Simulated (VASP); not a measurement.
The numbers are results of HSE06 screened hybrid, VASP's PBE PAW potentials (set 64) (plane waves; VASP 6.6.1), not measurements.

A VASP calculation is set up with these files.

### INCAR
```
SYSTEM = TiSi63
PREC = Normal
ENCUT = 400
EDIFF = 1E-5
NELM = 50
ALGO = Normal
LREAL = Auto
LASPH = .TRUE.
ISMEAR = 0
SIGMA = 0.05
GGA = PE
LMAXMIX = 4
LWAVE = .FALSE.
LCHARG = .FALSE.
NELMIN = 4
ISYM = 0
HFSCREEN = 0.2
AEXX = 0.25
LHFCALC = .TRUE.
PRECFOCK = Fast
ISIF = 0
```

**POSCAR**
```
TiSi63
1
   10.9370747000     0.0000000000     0.0000000000
    0.0000000000    10.9370747000     0.0000000000
    0.0000000000     0.0000000000    10.9370747000
Si Ti
63 1
Direct
  0.5000128625   0.0001975670   0.0001994090
  0.6245743065   0.1242417867   0.1244913533
  0.7499497529   0.2499100662   0.0003533251
  0.8759102110   0.3752614186   0.1242342814
  0.7499419913   0.0001393446   0.2501819688
  0.8760028315   0.1241435298   0.3752957323
  0.9999889191   0.9999834474   0.9999665919
  0.1250658395   0.1250610591   0.1250618362
  0.2502270226   0.2501191486   0.0000369262
  0.3753106358   0.3752105677   0.1249272524
  0.4999683520   0.4999310743   0.0001239977
  0.6248814563   0.6248884620   0.1245708698
  0.7499398982   0.7499520010   0.9998038415
  0.8749457480   0.8749747269   0.1250622910
  0.2502181599   0.0001052927   0.2502225001
  0.3753776184   0.1249909360   0.3753163502
  0.4993741919   0.2489289365   0.2489074178
  0.6327085093   0.3683846253   0.3682006334
  0.7518515866   0.5013278618   0.2483381469
  0.8753803094   0.6250039100   0.3753095792
  0.4999716404   0.0000155424   0.4999650821
  0.6248020747   0.1246703344   0.6248164439
  0.7517352949   0.2483821334   0.5011287403
  0.8755564263   0.3750582217   0.6249383471
  0.7498677623   0.9998946335   0.7498510014
  0.8749654933   0.1250347707   0.8749451993
  0.9999396750   0.5000116231   0.0003330604
  0.1241360071   0.6246489199   0.1243413988
  0.2499749318   0.7500418700   0.0003824676
  0.3752817589   0.8761521906   0.1241719024
  0.0000011048   0.2501594766   0.2501464167
  0.1248225785   0.3752739752   0.3752028654
  0.2485917452   0.4991339953   0.2485517390
  0.3678762073   0.6327927508   0.3676284734
  0.5012605315   0.7519232386   0.2481989650
  0.6249453578   0.8753055146   0.3753492306
  0.9998648142   0.9999278277   0.5000210939
  0.1241344242   0.1240634017   0.6246117949
  0.2485108402   0.2486021359   0.4992140997
  0.3667412978   0.3675423302   0.6337352563
  0.6321940109   0.6318592748   0.6330188956
  0.7512295192   0.7511823010   0.4993308059
  0.8756261416   0.8758019074   0.6246114802
  0.2501017922   0.0002094581   0.7499103640
  0.3753164686   0.1240803178   0.8760382180
  0.5011353344   0.2483356102   0.7518304811
  0.6249397868   0.3750153309   0.8757188622
  0.7518940690   0.4986270055   0.7520505774
  0.8760988489   0.6247312198   0.8760603585
  0.0001888010   0.7500065264   0.2501581097
  0.1241478663   0.8761099170   0.3753232324
  0.9999777364   0.4999745595   0.4999500279
  0.1244094543   0.6250084334   0.6247659488
  0.2483153953   0.7517857231   0.5010869376
  0.3751669261   0.8754144988   0.6249047598
  0.0002731034   0.2499995479   0.7499431083
  0.1238995241   0.3752571640   0.8763312869
  0.2477616384   0.5015884988   0.7523500306
  0.3751160749   0.6250693219   0.8757927712
  0.4988754737   0.7517078093   0.7518535761
  0.6246874936   0.8761128549   0.8760374985
  0.9997475315   0.7500404107   0.7498529700
  0.1250529986   0.8749965622   0.8749391787
  0.4990738417   0.4997590982   0.5007086381
```

**KPOINTS**
```
K-points
0
Gamma
  1 1 1
0 0 0
```

POTCAR, in this order: Si Ti (PBE.64 set). Program: vasp_gam. Read from the step before: WAVECAR.

The supercell is sampled at Γ alone, which is coarse: total energies, pressure and levels can be off, energies of defects by several tenths of an eV.

Question: Predict the energy per atom (σ→0), largest force.

Answer: 
```json
{
  "energy per atom (σ→0)": "-6.233 eV/atom",
  "largest_force": "0.060 eV/Å"
}
```

File OSZICAR:
```
...
DAV:   4    -0.398929657996E+03   -0.32596E-02   -0.12053E-02   356   0.207E-01    0.441E+00
DAV:   5    -0.398926214777E+03    0.34432E-02   -0.13053E-02   380   0.293E-01    0.255E+00
DAV:   6    -0.398924888975E+03    0.13258E-02   -0.31598E-03   396   0.176E-01    0.146E+00
DAV:   7    -0.398924887251E+03    0.17246E-05   -0.37827E-04   356   0.373E-02    0.821E-01
DAV:   8    -0.398924787684E+03    0.99566E-04   -0.31741E-04   340   0.509E-02    0.471E-01
DAV:   9    -0.398924749752E+03    0.37933E-04   -0.12227E-04   372   0.320E-02    0.262E-01
DAV:  10    -0.398924753014E+03   -0.32627E-05   -0.11448E-05   235   0.748E-03
   1 F= -.39892475E+03 E0= -.39892475E+03  d E =-.142118E-12
```

The cell is a supercell with a defect, built from Si (diamond): Ti_Si. The cell's shape comes from a PBE relaxation. The run is not spin-polarised, so no state with unpaired spins was tried.
